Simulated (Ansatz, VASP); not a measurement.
**Cross-check of As (arsenene bilayer, AA) between VASP and Ansatz**

One calculation is typed for both programs; each brings its own data sets. How far apart do they land? The cell is taken from a series of runs on this material, whose earlier steps may have relaxed, scaled, displaced or heated it; both programs get it as it stands.

Method: plane waves, with VASP 6.6.1 beside it; single point at PBE with D3(BJ), in Ansatz 0.2.0.

### Step 1. The starting structure

The cell holds 4 atoms: 4 As. Its edges and angles: a = 3.580 Å, b = 3.580 Å, c = 23.781 Å, α = 90.0°, β = 90.0°, γ = 120.0°. Vacuum lies along c.

### Step 2. Ansatz: single point, PBE with D3(BJ)

Ansatz runs on its default PAW (the set named soft_2) files.

With cell and atoms fixed, the geometry can't cause a difference; cores, projectors, grids and the points listed under the comparison can.

File input.yaml:

```yaml
crystal:
  lattice:
    - [3.5798414897, 0.0, 0.0]
    - [-1.7899207448, 3.1002336716, 0.0]
    - [0.0, 0.0, 23.781061283]
  atoms:
    - { symbol: As, position: [0.6666666667, 0.3333333333, 0.3784524119] }
    - { symbol: As, position: [0.3333333333, 0.6666666667, 0.4371191213] }
    - { symbol: As, position: [0.6666666667, 0.3333333333, 0.5628808787] }
    - { symbol: As, position: [0.3333333333, 0.6666666667, 0.6215475881] }
kpoints:
  mp_grid: { grid: [18, 18, 1] }
  band_path:
    path: [[0, 0, 0], [0.5, 0, 0], [0.33333333, 0.33333333, 0], [0, 0, 0]]
    npoints: 16
hamiltonian:
  xc: pbe
  dispersion: d3bj
scf:
  occupations: { method: fermi_dirac, width: 0.05 }
  convergence: { dr2_threshold: 1.0e-10 }
efield:
  axis: 3
  dipole_correction: true
  ramp_position: 0.97
  ramp_width: 0.06
  amplitude: 0
output:
  dos: { projected: true, e_range: [-6, 5] }
  bader: true
  write_potential: true
  write_density: true
  volumetric_format: npy
  elf: true
```

Command:

```sh
ansatz run input.yaml --threads 4 --pin off --max-ram 6144MiB --backend cpu --events-out ev --progress --plain --runs-dir out
```

Numbers of over 12 decimals in the logs are rounded to 6 here.

The program printed:

```text
Engine: ansatz 0.2.0, aarch64-unknown-linux-gnu
Pseudopotentials: kind: paw
Pseudopotential: As, paw, valence charge 15, recommended cutoff 420 eV (normal), As.paw.azcp
Functional definition: PBE
  parameter kappa = 0.804
  parameter beta = 0.066725
  exchange = pbe_x(kappa = kappa, mu = beta*pi^2/3)
  correlation = pbe_c(beta = beta)
Crystal: 4 atoms, lattice volume = 263.930 Å³
Basis set: ecut = 420 eV, 5077 PW (Γ)
Bands: 36, of which v1, the nominal top of the filled ones, is band 30 counted from 1 (29 counted from 0)
Symmetry: 6 space group operations
k-points: 37 of 324 (time reversal used)
Non-local potential: As, projectors of the file, l = 0: 2, l = 1: 2, l = 2: 3, l = 3: 1
PAW form: soft (Blöchl's): semilocal exchange-correlation on the pseudo side does not see the compensation charge
PAW one-centre angular grid: As, 590 points (default); XC on 64 Gauss nodes
Initial density: superposition of atomic densities (neutral atoms: chi_scale 0, normalization atom), corrected by the library's trained network
Initial wavefunctions: pseudopotential atomic-orbital guess
Functional: x = pbe(κ = 0.804, μ = 0.219515), c = pbe(β = 0.066725)
SCF iter   1: F=—  HF=-19425.623478 eV  |F-HF|=—  |Δ(HF+E_count)|=         —  Δρ=1.00e-3  dr2=6.43e-3  ethr=1.77e-3  p=0.000 e·Å  D=5.87e-14 V/Å  ΔV_dip=-0.00 eV  dr2_dipole=2.06e-9  V_vac-E_F(+/−)=4.39/4.39 eV  ⟨swp⟩=8.4  Hψ=5948  notcnv=0
efield: sawtooth ramp at fractional position 0.9700 (set: `efield.ramp_position`, or a place that a band, a saddle search or an elastic batch's reference lends), width 0.0600; the density the first Hamiltonian is built on has a dipole p = 0.000 e·Å; the dipole correction subtracts the counter field D = 5.87e-14 V/Å, which shifts the + side's vacuum level by -0.00 eV against the − side's; the planar-averaged density in the ramp window peaks in size at 5.0e-6 e/Å³
preconditioner: auto → Resta (q_TF=auto, 2.131 Å⁻¹)  ε∞=2.3  [insulator: Δε(μ)=0.710 eV  Ē_g=8.868 eV  σ=0.050 eV  W_gap=1.00  n_scr=46 (ndim 8)  ℏωp=10.2 eV  f_vac=0.613  D(μ)=0.00/eV (n_scr^D=0)  ε∞_Penn≈2.3  vacuum switching on, ρ_ref=5.7e-3 e/Å³]
SCF iter   2: F=—  HF=-19425.623594 eV  |F-HF|=—  |Δ(HF+E_count)|=   1.16e-4  Δρ=7.32e-4  dr2=2.93e-3  ethr=1.07e-5  p=-0.000 e·Å  D=-1.15e-5 V/Å  ΔV_dip=0.00 eV  dr2_dipole=1.94e-8  V_vac-E_F(+/−)=4.45/4.45 eV  ⟨swp⟩=2.1  Hψ=2802  notcnv=0  defer=21
SCF iter   3: F=—  HF=-19425.623646 eV  |F-HF|=—  |Δ(HF+E_count)|=   5.26e-5  Δρ=3.70e-4  dr2=1.77e-3  ethr=4.88e-6  p=0.000 e·Å  D=2.11e-5 V/Å  ΔV_dip=-0.00 eV  dr2_dipole=3.99e-8  V_vac-E_F(+/−)=4.43/4.43 eV  ⟨swp⟩=2.0  Hψ=1476  notcnv=0  defer=21
SCF iter   4: F=—  HF=-19425.623662 eV  |F-HF|=—  |Δ(HF+E_count)|=   1.53e-5  Δρ=1.11e-4  dr2=5.65e-5  ethr=2.96e-6  p=-0.000 e·Å  D=-2.22e-5 V/Å  ΔV_dip=0.00 eV  dr2_dipole=4.35e-8  V_vac-E_F(+/−)=4.46/4.46 eV  ⟨swp⟩=2.0  Hψ=1451  notcnv=0  defer=21
SCF iter   5: F=—  HF=-19425.623656 eV  |F-HF|=—  |Δ(HF+E_count)|=   5.79e-6  Δρ=7.24e-5  dr2=1.28e-5  ethr=9.42e-8  p=0.000 e·Å  D=1.43e-5 V/Å  ΔV_dip=-0.00 eV  dr2_dipole=2.11e-8  V_vac-E_F(+/−)=4.46/4.46 eV  ⟨swp⟩=2.0  Hψ=2402  notcnv=0  defer=21
SCF iter   6: F=—  HF=-19425.623663 eV  |F-HF|=—  |Δ(HF+E_count)|=   7.41e-6  Δρ=2.25e-5  dr2=6.16e-6  ethr=2.13e-8  p=-0.000 e·Å  D=-1.45e-4 V/Å  ΔV_dip=0.00 eV  dr2_dipole=2.05e-6  V_vac-E_F(+/−)=4.47/4.46 eV  ⟨swp⟩=2.0  Hψ=2406  notcnv=0  defer=21
SCF iter   7: F=—  HF=-19425.623662 eV  |F-HF|=—  |Δ(HF+E_count)|=   1.03e-6  Δρ=1.51e-5  dr2=3.46e-6  ethr=1.03e-8  p=0.000 e·Å  D=1.15e-4 V/Å  ΔV_dip=-0.00 eV  dr2_dipole=1.27e-6  V_vac-E_F(+/−)=4.46/4.47 eV  ⟨swp⟩=2.1  Hψ=1533  notcnv=0  defer=21
SCF iter   8: F=—  HF=-19425.623674 eV  |F-HF|=—  |Δ(HF+E_count)|=   1.19e-5  Δρ=5.72e-6  dr2=1.18e-7  ethr=5.76e-9  p=0.000 e·Å  D=1.12e-5 V/Å  ΔV_dip=-0.00 eV  dr2_dipole=1.22e-8  V_vac-E_F(+/−)=4.47/4.47 eV  ⟨swp⟩=2.8  Hψ=2228  notcnv=0  defer=22
SCF iter   9: F=—  HF=-19425.623674 eV  |F-HF|=—  |Δ(HF+E_count)|=   5.60e-8  Δρ=1.67e-6  dr2=8.40e-9  ethr=1.97e-10  p=0.000 e·Å  D=1.78e-6 V/Å  ΔV_dip=-0.00 eV  dr2_dipole=2.26e-10  V_vac-E_F(+/−)=4.47/4.47 eV  ⟨swp⟩=2.0  Hψ=2406  notcnv=0  defer=22
SCF iter  10: F=—  HF=-19425.623674 eV  |F-HF|=—  |Δ(HF+E_count)|=   2.57e-9  Δρ=4.03e-7  dr2=4.63e-10  ethr=1.40e-11  p=0.000 e·Å  D=3.62e-7 V/Å  ΔV_dip=-0.00 eV  dr2_dipole=4.34e-12  V_vac-E_F(+/−)=4.47/4.47 eV  ⟨swp⟩=2.0  Hψ=2406  notcnv=0  defer=22
SCF iter  11: F=-19425.623674 eV  HF=-19425.623674 eV  |F-HF|=7.64e-11  |Δ(HF+E_count)|=  9.13e-10  Δρ=9.14e-8  dr2=3.98e-11  ethr=1.00e-12  p=0.000 e·Å  D=7.04e-8 V/Å  ΔV_dip=-0.00 eV  dr2_dipole=5.45e-13  V_vac-E_F(+/−)=4.47/4.47 eV  ⟨swp⟩=7.5  Hψ=4224  notcnv=0
SCF 1 converged in 11 iterations: F = -19425.623674 eV  dr2 = 3.98e-11
  greatest PAW one-centre occupation: 0.999 electrons in one spin orbital (limit 2), on the As atom at site 2 (counted from 0), in its partial waves of l = 2
NSCF: frozen V_eff on 49 k-points
efield: sawtooth ramp at fractional position 0.9700 (kept from the solve that this one continues, or follows in the run), width 0.0600; the density the first Hamiltonian is built on has a dipole p = 0.000 e·Å; the dipole correction subtracts the counter field D = 7.04e-8 V/Å, which shifts the + side's vacuum level by -0.00 eV against the − side's; the planar-averaged density in the ramp window peaks in size at 1.6e-7 e/Å³
WARN: The output density's exchange-correlation potential varies sharply where the density is thin. Do not read a vacuum level from v_tot or v_xc, or from such a field of the output density. On a cell that repeats whose density bears no net charge and no dipole along the vacuum's axis use v_es (v_loc + v_h of the components); under efield.dipole_correction with no amplitude use v_es + v_field, which holds any externa [...]
SCF converged after 11 iterations
Free energy (F): -19425.623674 eV
Harris-Foulkes:  -19425.623674 eV  (|F-HF|=7.64e-11)
Internal energy: -19425.623620 eV  (E = F + TS)
E sigma→0 (E₀):  -19425.623647 eV
Entropy (-TS):   -0.000055 eV (-0.014 meV/atom)
Fermi energy:    0.466118 eV
Dipole field:    D = -0.000001 V/Å  (p = -0.000001 e·Å, saw-weighted, corrected)
Work function:   Φ+ = 4.4665 eV   Φ− = 4.4665 eV
Levels:          The Fermi level and band energies are counted from a zero that moves with the ramp; work functions are not
--- Per-component energies (eV) ---
  E_band       = -1535.076711
  E_kinetic    = 409.315661
  E_local      = -58077.558139  (includes V_loc(G=0)·N_el)
  E_nonlocal   = -2682.959196
  E_hartree    = 29099.703515
  E_xc         = -316.100721
  E_vxc        = -315.559008  (∫ρ·V_xc dr)
  E_paw        = -7338.179697  (= ΣΔE_a)
  E_vpaw       = 932.276705  (= ΣTr[D̂ρ^β])
  E_aug_tail   = 0.000027  (compensation charges beyond the density's cutoff)
  E_efield     = 0.000000  (sawtooth field / dipole correction)
  E_vefield    = 0.000000  (∫n·V_field dr)
  E_ewald      = 19481.284710
  E_disp       = -1.129778  (pairwise vdW)
  E_smearing   = -0.000055  (= −TS)
  E_closure    = -0.000000  (closes the sum)
  Σ components = -19425.623674   (vs F -19425.623674, Δ=0.00e0)
--- Band table (eV; the first three rows and the last of 37) ---
  k-point 0: bands = [... 26 lower, -0.4698, -0.3430, -0.3430, -0.0956, 1.5154, 2.3210, 3.0775, 3.0775, ... 2 higher]
  k-point 1: bands = [... 26 lower, -0.8241, -0.5712, -0.4403, 0.0390, 1.9340, 2.5272, 3.0049, 3.0744, ... 2 higher]
  k-point 2: bands = [... 26 lower, -1.4339, -0.8303, -0.6906, 0.0758, 2.1450, 2.4726, 3.1063, 3.3675, ... 2 higher]
  k-point 36: bands = [... 26 lower, -2.9871, -2.9871, -2.0750, -2.0750, 0.8989, 2.0600, 3.4955, 3.4955, ... 2 higher]
--- Bader charges: 4 sites ---
  site symbol  charge [e]  shift [e]
     0     As     -0.0046     0.0000
     1     As      0.0046     0.0000
     2     As      0.0045     0.0000
     3     As     -0.0045     0.0000
  estimated error of the sums over rays = 2.1e-4 e
```

Reading the cycles: dr2 is the Hartree energy of the density residual (eV), the measure of convergence; HF is the Harris–Foulkes estimate of the energy, which meets the free energy F at convergence.

### Step 3. VASP: single point, PBE with D3(BJ)

The same cell, functional, mesh and smearing now go to VASP, with its own data sets.

Lines of VASP's logs that name or quote its potential files are left out, and so is its time.

File INCAR:

```
SYSTEM = As
PREC = Accurate
ENCUT = 400
EDIFF = 1E-06
NELM = 120
ISMEAR = -1
SIGMA = 0.05
LREAL = .FALSE.
ALGO = Normal
GGA = PE
IVDW = 12
NBANDS = 16
LORBIT = 11
LWAVE = .FALSE.
LCHARG = .FALSE.
ISIF = 2
LDIPOL = .TRUE.
IDIPOL = 3
DIPOL = 0.5 0.5 0.5
LVHAR = .TRUE.
LASPH = .TRUE.
GGA_COMPAT = .FALSE.
EFERMI = MIDGAP
NELMDL = -8
```

File POSCAR:

```
As
1.0
    3.5798414897      0.0000000000      0.0000000000
   -1.7899207448      3.1002336716      0.0000000000
    0.0000000000      0.0000000000     23.7810612830
As
4
Direct
    0.6666666666      0.3333333332      0.3784524119
    0.3333333332      0.6666666666      0.4371191213
    0.6666666666      0.3333333332      0.5628808787
    0.3333333332      0.6666666666      0.6215475881
```

File KPOINTS:

```
Automatic mesh
0
Gamma
18 18 1
0 0 0
```

The projector-augmented-wave data sets are As (PBE family, release 64).

Command:

```sh
mpirun -np 1 vasp_std
```

The program printed:

```text
[banner, memory and clock lines left out]
running    1 mpi-ranks, on    1 nodes
 distrk:  each k-point on    1 cores,    1 groups
 distr:  one band on    1 cores,    1 groups

 POSCAR found type information on POSCAR As
 POSCAR found :  1 types and       4 ions
 LDA part: xc-table for (Slater+PW92), standard interpolation
 POSCAR, INCAR and KPOINTS ok, starting setup
 FFT: planning ... GRIDC
 FFT: planning ... GRID_SOFT
 FFT: planning ... GRID
 WAVECAR not read
 entering main loop
       N       E                     dE             d eps       ncg     rms          rms(c)
DAV:   1     0.113042662539E+03    0.11304E+03   -0.57377E+03  1184   0.733E+02
DAV:   2    -0.706412373817E+01   -0.12011E+03   -0.11583E+03  1744   0.144E+02
DAV:   3    -0.185019013955E+02   -0.11438E+02   -0.11387E+02  1672   0.526E+01
DAV:   4    -0.187251291259E+02   -0.22323E+00   -0.22271E+00  1600   0.887E+00
DAV:   5    -0.187296749330E+02   -0.45458E-02   -0.45446E-02  1624   0.115E+00
DAV:   6    -0.187298216485E+02   -0.14672E-03   -0.14671E-03  1640   0.204E-01
DAV:   7    -0.187298255112E+02   -0.38627E-05   -0.38626E-05  1680   0.282E-02
DAV:   8    -0.187298256787E+02   -0.16752E-06   -0.16768E-06  1392   0.580E-03    0.474E+00
DAV:   9    -0.186577924873E+02    0.72033E-01   -0.37962E-02  1520   0.977E-01    0.283E+00
DAV:  10    -0.186191602795E+02    0.38632E-01   -0.78383E-02  1568   0.145E+00    0.156E-01
DAV:  11    -0.186196035039E+02   -0.44322E-03   -0.21040E-03  1624   0.247E-01    0.596E-02
DAV:  12    -0.186196224926E+02   -0.18989E-04   -0.28420E-04  1672   0.997E-02    0.240E-02
DAV:  13    -0.186195952229E+02    0.27270E-04   -0.87338E-05  1624   0.406E-02    0.101E-02
DAV:  14    -0.186196149874E+02   -0.19765E-04   -0.32498E-05  1584   0.217E-02    0.641E-03
DAV:  15    -0.186196790259E+02   -0.64038E-04   -0.92214E-06  1488   0.117E-02    0.309E-03
DAV:  16    -0.186197362213E+02   -0.57195E-04   -0.13844E-05  1464   0.110E-02    0.173E-03
DAV:  17    -0.186197529616E+02   -0.16740E-04   -0.11104E-06  1336   0.373E-03    0.996E-04
DAV:  18    -0.186197714699E+02   -0.18508E-04   -0.10823E-06  1208   0.306E-03    0.441E-04
DAV:  19    -0.186197749155E+02   -0.34456E-05   -0.15337E-07  1296   0.105E-03    0.296E-04
DAV:  20    -0.186197774228E+02   -0.25073E-05   -0.21985E-07  1168   0.104E-03    0.181E-04
DAV:  21    -0.186197783643E+02   -0.94149E-06   -0.60837E-08  1160   0.494E-04
   1 F= -.19749430E+02 E0= -.19749396E+02  d E =-.668279E-04
```

From OUTCAR (step 3):

```text
ion  position               nearest neighbor table
   1  0.667  0.333  0.378-   2 2.49   2 2.49   2 2.49
   2  0.333  0.667  0.437-   1 2.49   1 2.49   1 2.49
   3  0.667  0.333  0.563-   4 2.49   4 2.49   4 2.49
   4  0.333  0.667  0.622-   3 2.49   3 2.49   3 2.49

  LATTYP: Found a hexagonal cell.
 ALAT       =     3.5798414897
 C/A-ratio  =     6.6430486801

 Subroutine GETGRP returns: Found 12 space group operations
 (whereof 12 operations were pure point group operations)

The static configuration has the point symmetry D_3d.

 Found     37 irreducible k-points:

   k-points           NKPTS =     37   k-points in BZ     NKDIM =     37   number of bands    NBANDS=     16

   dimension x,y,z NGX =    24 NGY =   24 NGZ =  160
   dimension x,y,z NGXF=    48 NGYF=   48 NGZF=  320

   ENCUT  =  400.0 eV  29.40 Ry    5.42 a.u.   5.84  5.84 38.78*2*pi/ulx,y,z

   NELECT =      20.0000    total number of electrons

 k-points in reciprocal lattice and weights: Automatic mesh
   0.00000000  0.00000000  0.00000000       0.003
   0.05555556  0.00000000  0.00000000       0.019
   0.11111111  0.00000000  0.00000000       0.019
   0.16666667 -0.00000000  0.00000000       0.019
   0.22222222  0.00000000  0.00000000       0.019
   0.27777778  0.00000000  0.00000000       0.019
   0.33333333  0.00000000  0.00000000       0.019
   0.38888889  0.00000000  0.00000000       0.019
   0.44444444  0.00000000  0.00000000       0.019
[...]
0.33333333  0.27777778  0.00000000       0.037
   0.33333333  0.33333333  0.00000000       0.006

 dipolmoment           0.000000      0.000000     -0.000000 electrons x Angstroem

 average (electrostatic) potential at core
       1 -56.3961       2 -56.4355       3 -56.4355       4 -56.3961

 E-fermi :  -1.2640

 k-point     1 :       0.0000    0.0000    0.0000
  band No.  band energies     occupation
    ...
      6      -2.2151      2.00000
      7      -2.2151      2.00000
      8      -2.0889      2.00000
      9      -2.0889      2.00000
     10      -1.8168      1.99997
     11      -0.2430      0.00000
     12       0.5595      0.00000
     13       1.3405      0.00000
     14       1.3405      0.00000
     15       1.3700      0.00000
    ...

 k-point     2 :       0.0556    0.0000    0.0000
  band No.  band energies     occupation
    ...
      6      -2.7060      2.00000
      7      -2.5717      2.00000
      8      -2.3166      2.00000
      9      -2.1864      2.00000
     10      -1.6821      1.99953
     11       0.1788      0.00000
     12       0.7711      0.00000
     13       1.2676      0.00000
     14       1.3327      0.00000
     15       1.4261      0.00000
    ...

 k-point     3 :       0.1111    0.0000    0.0000
  band No.  band energies     occupation
    ...
      6      -3.5319      2.00000
      7      -3.1670      2.00000
      8      -2.5761      2.00000
      9      -2.4372      2.00000
     10      -1.6427      1.99897
     11       0.4004      0.00000
     12       0.7264      0.00000
     13       1.3661      0.00000
     14       1.6334      0.00000
     15       1.7741      0.00000
    ...

 Edisp (eV)   -1.12965

  Total       0.15513     0.15513     0.23242     0.00000    -0.00000     0.00000
  in kB       0.94170     0.94170     1.41091     0.00000    -0.00000     0.00000
  external pressure =        1.10 kB  Pullay stress =        0.00 kB

  energy-cutoff  :      400.00
  volume of cell :      263.93
      direct lattice vectors                 reciprocal lattice vectors
     3.579841490  0.000000000  0.000000000     0.279341977  0.161278166  0.000000000
    -1.789920745  3.100233672  0.000000000     0.000000000  0.322556332  0.000000000
     0.000000000  0.000000000 23.781061283     0.000000000  0.000000000  0.042050268

 POSITION                                       TOTAL-FORCE (eV/Angst)
 -----------------------------------------------------------------------------------
      1.78992      1.03341      9.00000        -0.000000     -0.000000     -0.090390
     -0.00000      2.06682     10.39516        -0.000000     -0.000000      0.091285
      1.78992      1.03341     13.38590         0.000000      0.000000     -0.091285
     -0.00000      2.06682     14.78106         0.000000      0.000000      0.090390
 -----------------------------------------------------------------------------------
    total drift:                                0.000000      0.000000     -0.000000

  FREE ENERGIE OF THE ION-ELECTRON SYSTEM (eV)
  ---------------------------------------------------
  free  energy   TOTEN  =       -19.7494298966 eV

  energy  without entropy=      -19.7493630687  energy(sigma->0) =      -19.74939648

 vacuum level on the upper side and lower side of the slab         3.211         3.211

 total charge
# of ion       s       p       d       tot
------------------------------------------
    1        1.295   1.380   0.043   2.718
    2        1.298   1.375   0.045   2.718
    3        1.298   1.375   0.045   2.718
    4        1.295   1.380   0.043   2.718
--------------------------------------------------
tot          5.185   5.511   0.176  10.872

[... 3 further parts left out ...]
```

### Step 4. Side by side

Known differences besides the potentials themselves: the data sets hold 60 valence electrons in Ansatz (on its default PAW (the set named soft_2) files) and 20 in VASP; the cutoff is 420 eV in Ansatz and 400 eV in VASP. Total energies have different zeros and are not compared.

Both answers:

```
              quantity  Ansatz   VASP  difference
gap on the k mesh (eV)   0.714  0.691      +0.023
```

A gap on the mesh is an upper bound, since the band edges may lie between its points. With vacuum in the cell, a pressure given here is an average over mostly empty space and none of the material.

### Step 5. Outcome

```
difference in gap on the k mesh (single point, PBE with D3(BJ)) : 0.023 eV
```

**Reading.** The difference in gap on the k mesh is 0.023 eV (single point, PBE with D3(BJ)), within the 0.08 eV picked in this series as the mark of a large difference. The data sets hold unlike numbers of valence electrons (60 in Ansatz and 20 in VASP), so part of the differences comes from the potentials. How closely two codes agree says nothing of how well the functional describes the real material.

[Lines on the potential files, build, host, timing and source positions are cut from VASP's logs without a mark.]

[Logs are printed without paths, hosts, clocks, repeated set-up lines and the standing remarks that a program may print on its own settings, such as how far it seeks lower states.]

[Hosts, paths, dates, database ids (printed as entryN), source tags and the programs' standing remarks are cut or masked in the printed files.]
